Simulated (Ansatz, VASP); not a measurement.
## Two plane-wave programs on Al3Rh2

```
Al Rh
1.0
     3.73703    0.00000    0.00000
     0.00000    3.73703    0.00000
     0.00000    0.00000    6.11573
Al Rh
3 2
Direct
  0.00000 0.00000 0.83367
  0.50000 0.00000 0.48376
  0.00000 0.50000 0.48376
  0.00000 0.00000 0.23046
  0.50000 0.50000 0.78422
```

Alike in both runs: functional PBE; k mesh 10 × 10 × 6; occupations gaussian, width 0.1 eV; no spin polarisation.

Ansatz relaxed the structure, and its values are those at the end. VASP's run is a single point on that final structure, the one shown.

|  | VASP | Ansatz |
| --- | --- | --- |
| version | VASP 6.6.1 | Ansatz 0.2.0 |
| potentials or method | VASP PAW PBE potentials, release 64 (Al, Rh_pv) | scalar-relativistic, plane waves, PAW |
| plane-wave cutoff (eV) | 520 | 420 |
| valence electrons in the cell | 39 | 43 |

```tsv
	VASP	Ansatz	Ansatz less VASP
gap on the k mesh at the Fermi level (eV)	none	none	-
pressure (GPa)	0.0	0.0	-0.02
rms of the force components (eV/Å)	0.006	0.003	-0.0030
```

A gap of «none» marks a metal or a gap that the smearing closes. The functional is the same, so the differences come from potentials, cutoffs and numerics. The two sets of potentials don't hold the same shells in valence.
